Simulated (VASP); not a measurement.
A convergence study with VASP on CsPbBr$_{3}$ (cubic perovskite): one setting is varied, all else stays as given below, so the limit is that of these other settings.

```
CELL_PARAMETERS angstrom
      5.87000     0.00000     0.00000
      0.00000     5.87000     0.00000
      0.00000     0.00000     5.87000
ATOMIC_POSITIONS crystal
  Cs 0.00000 0.00000 0.00000
  Pb 0.50000 0.50000 0.50000
  Br 0.50000 0.00000 0.50000
  Br 0.00000 0.50000 0.50000
  Br 0.50000 0.50000 0.00000
```

Level of theory: PBE GGA, VASP's PBE PAW potentials (set 64) (plane waves; VASP). The tightest run used: 550 eV cut-off, 8×8×8 Monkhorst-Pack mesh, Gaussian smearing of 0.050 eV, potentials Cs_sv Pb_d Br.

Q: The settings run are 1×1×1 mesh; 2×2×2 mesh; 3×3×3 mesh; 4×4×4 mesh; 5×5×5 mesh; 6×6×6 mesh; 7×7×7 mesh; 8×8×8 mesh. From which on does the stress (every component) stay within 0.5 GPa of the tightest run?

A: From 3×3×3 mesh on: it is off by 0.30 there and by no more than 0.5 in any finer run, while 2×2×2 mesh is off by 0.95.
```csv
setting,E (eV/atom),pressure (GPa),irreducible k-points,difference judged (GPa)
1×1×1 mesh,-3.8232,-1.17,1,2.60
2×2×2 mesh,-3.2799,0.48,1,0.95
3×3×3 mesh,-3.1923,1.14,4,0.30
4×4×4 mesh,-3.1744,1.33,4,0.10
5×5×5 mesh,-3.1698,1.40,10,0.04
6×6×6 mesh,-3.1685,1.42,10,0.01
7×7×7 mesh,-3.1681,1.43,20,0.00
8×8×8 mesh,-3.1679,1.43,20,0.00
```

Left out are rungs that failed or repeat a setting and relaxations that didn't move; long series are thinned to 24 rows.

The compound is CsPbBr3 in the cubic perovskite structure, the ideal cubic form; the compound distorts at low or room temperature. The cell was not relaxed at this level.
